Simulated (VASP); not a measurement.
Output of a VASP run:

**OUTCAR**
```
 ion  position               nearest neighbor table
   1  0.000  0.000  0.000-   2 2.68   2 2.68   2 2.68   2 2.68
   2  0.250  0.250  0.250-   1 2.68   1 2.68   1 2.68   1 2.68
  LATTYP: Found a face centered cubic cell.
 ALAT       =     6.1989750424
 Subroutine PRICEL returns:
 Original cell was already a primitive cell.
 Subroutine GETGRP returns: Found 24 space group operations
The static configuration has the point symmetry T_d .
The dynamic configuration has the point symmetry T_d .
 Subroutine INISYM returns: Found 24 space group operations
 Subroutine IBZKPT returns following result:
 Found     47 irreducible k-points:

 Following reciprocal coordinates:
            Coordinates               Weight
  0.000000  0.000000  0.000000      1.000000
  0.100000  0.000000  0.000000      8.000000
  0.200000  0.000000  0.000000      8.000000
  0.300000  0.000000  0.000000      8.000000
  0.400000  0.000000  0.000000      8.000000
  0.500000  0.000000  0.000000      4.000000
  0.100000  0.100000  0.000000      6.000000
  0.200000  0.100000  0.000000     24.000000
  0.300000  0.100000  0.000000     24.000000
  0.400000  0.100000  0.000000     24.000000
  0.500000  0.100000  0.000000     24.000000
 -0.400000  0.100000  0.000000     24.000000
 -0.300000  0.100000  0.000000     24.000000
 -0.200000  0.100000  0.000000     24.000000
 -0.100000  0.100000  0.000000     12.000000
  0.200000  0.200000  0.000000      6.000000
  0.300000  0.200000  0.000000     24.000000
  0.400000  0.200000  0.000000     24.000000
  0.500000  0.200000  0.000000     24.000000
 -0.400000  0.200000  0.000000     24.000000
 -0.300000  0.200000  0.000000     24.000000
 -0.200000  0.200000  0.000000     12.000000
  0.300000  0.300000  0.000000      6.000000
  0.400000  0.300000  0.000000     24.000000
  0.500000  0.300000  0.000000     24.000000
 -0.400000  0.300000  0.000000     24.000000
 -0.300000  0.300000  0.000000     12.000000
  0.400000  0.400000  0.000000      6.000000
  0.500000  0.400000  0.000000     24.000000
 -0.400000  0.400000  0.000000     12.000000
  0.500000  0.500000  0.000000      3.000000
  0.300000  0.200000  0.100000     24.000000
  0.400000  0.200000  0.100000     48.000000
  0.500000  0.200000  0.100000     48.000000
 -0.400000  0.200000  0.100000     24.000000
  0.400000  0.300000  0.100000     24.000000
  0.500000  0.300000  0.100000     48.000000
 -0.400000  0.300000  0.100000     48.000000
 -0.300000  0.300000  0.100000     48.000000
 -0.200000  0.300000  0.100000     24.000000
   k-points           NKPTS =     47   k-points in BZ     NKDIM =     47   number of bands    NBANDS=     14
   number of dos      NEDOS =    301   number of ions     NIONS =      2
   total plane-waves  NPLWV =  32768
   dimension x,y,z NGX =    32 NGY =   32 NGZ =   32
   dimension x,y,z NGXF=    64 NGYF=   64 NGZF=   64
   ions per type =               1   1
   PREC   = accura    normal or accurate (medium, high low for compatibility)
   ISTART =      0    job   : 0-new  1-cont  2-samecut
   ICHARG =      2    charge: 1-file 2-atom 10-const
   ISPIN  =      1    spin polarized calculation?
   LNONCOLLINEAR =      F non collinear calculations
   LSORBIT =      F    spin-orbit coupling
   INIWAV =      1    electr: 0-lowe 1-rand  2-diag
   ENCUT  =  500.0 eV  36.75 Ry    6.06 a.u.   7.99  7.99  7.99*2*pi/ulx,y,z
   NELM   =    100;   NELMIN=  2; NELMDL= -5     # of ELM steps
   EDIFF  = 0.1E-05   stopping-criterion for ELM
   LREAL  =      F    real-space projection
   NLSPLINE    = F    spline interpolate recip. space projectors
   LMAXMIX     =    4 max onsite mixed and CHGCAR
   VOSKOWN=      0    Vosko Wilk Nusair interpolation
   EDIFFG = -.2E-01   stopping-criterion for IOM
   NSW    =     40    number of steps for IOM
   NBLOCK =      1;   KBLOCK =     40    inner block; outer block
   IBRION =      2    ionic relax: 0-MD 1-quasi-New 2-CG
...
```

### OSZICAR
```
       N       E                     dE             d eps       ncg     rms          rms(c)
DAV:   1     0.129544538427E+03    0.12954E+03   -0.98192E+03  1328   0.166E+03
DAV:   2     0.431588796101E+01   -0.12523E+03   -0.12316E+03  1400   0.361E+02
DAV:   3    -0.781423624007E+01   -0.12130E+02   -0.11944E+02  1700   0.104E+02
DAV:   4    -0.810973259063E+01   -0.29550E+00   -0.29543E+00  1438   0.191E+01
DAV:   5    -0.811895015957E+01   -0.92176E-02   -0.92175E-02  1954   0.321E+00    0.532E+00
DAV:   6    -0.795519374385E+01    0.16376E+00   -0.39418E-01  1980   0.447E+00    0.340E+00
DAV:   7    -0.794365855297E+01    0.11535E-01   -0.69531E-02  1412   0.145E+00    0.119E+00
DAV:   8    -0.794209211049E+01    0.15664E-02   -0.49100E-03  1564   0.712E-01    0.187E-01
DAV:   9    -0.794212840852E+01   -0.36298E-04   -0.47951E-04  1538   0.186E-01    0.898E-02
DAV:  10    -0.794213418487E+01   -0.57763E-05   -0.49771E-05  1694   0.682E-02    0.232E-02
DAV:  11    -0.794214032877E+01   -0.61439E-05   -0.13737E-05  1570   0.414E-02    0.170E-02
DAV:  12    -0.794213981930E+01    0.50947E-06   -0.97852E-07  1024   0.781E-03
   1 F= -.42251695E+01 E0= -.42253793E+01  d E =-.422517E+01
```

**OUTCAR**
```
------------------------ aborting loop because EDIFF is reached ----------------------------------------
  FORCE on cell =-STRESS in cart. coord.  units (eV):
  Direction    XX          YY          ZZ          XY          YZ          ZX
  --------------------------------------------------------------------------------------
  Total        3.7141476      3.7141476      3.7141476      0.0000000     -0.0000000      0.0000000
  in kB       99.9240602     99.9240602     99.9240602      0.0000000     -0.0000000      0.0000000
  external PRESSURE =      -0.0759398 kB  Pullay stress =     100.0000000 kB
  volume of cell :       59.55
      direct lattice vectors                 reciprocal lattice vectors
     0.000000000  3.099487521  3.099487521    -0.161316991  0.161316991  0.161316991
     3.099487521  0.000000000  3.099487521     0.161316991 -0.161316991  0.161316991
     3.099487521  3.099487521  0.000000000     0.161316991  0.161316991 -0.161316991
 POSITION                                       TOTAL-FORCE (eV/Angst)
 -----------------------------------------------------------------------------------
      0.00000      0.00000      0.00000        -0.000000      0.000000      0.000000
      1.54974      1.54974      1.54974         0.000000     -0.000000     -0.000000
 -----------------------------------------------------------------------------------
    total drift:                               -0.000000     -0.000000      0.000000
  FREE ENERGIE OF THE ION-ELECTRON SYSTEM (eV)
  ---------------------------------------------------
  free  energy   TOTEN  =        -7.9421398193 eV

  energy  without entropy=       -7.9427692033  energy(sigma->0) =       -7.94234961
  enthalpy is  TOTEN    =        -4.2251695288 eV   P V=        3.7169702905

 reached required accuracy - stopping structural energy minimisation
```
(Selected blocks of OUTCAR.)

**POSCAR**
```
SnSe
1
    0.0000000000     3.0994875212     3.0994875212
    3.0994875212     0.0000000000     3.0994875212
    3.0994875212     3.0994875212     0.0000000000
Sn Se
1 1
Direct
  0.0000000000   0.0000000000   0.0000000000
  0.2500000000   0.2500000000   0.2500000000
```

Task: Reconstruct the remaining input files.

Result: This is not unique; one that fits is the input of the run itself, PBEsol GGA, plane waves, VASP's PBE PAW potentials (set 64).

KPOINTS:
```
K-points
0
gamma
 10 10 10
0 0 0
```

INCAR:
```
SYSTEM = SnSe
PREC = Accurate
ENCUT = 500
EDIFF = 1E-6
NELM = 100
ALGO = Normal
LREAL = .FALSE.
LASPH = .TRUE.
ISMEAR = 1
SIGMA = 0.1
GGA = PS
LMAXMIX = 4
LWAVE = .FALSE.
LCHARG = .FALSE.
IBRION = 2
ISIF = 3
NSW = 40
EDIFFG = -0.02
PSTRESS = 100
```

POTCAR, in this order: Sn_d Se (PBE.64 set). Program: vasp_std.

The structure was generated: SnSe was put into the zinc blende type (F-43m), which need not be its known phase. It was relaxed first under an external pressure of 10 GPa.
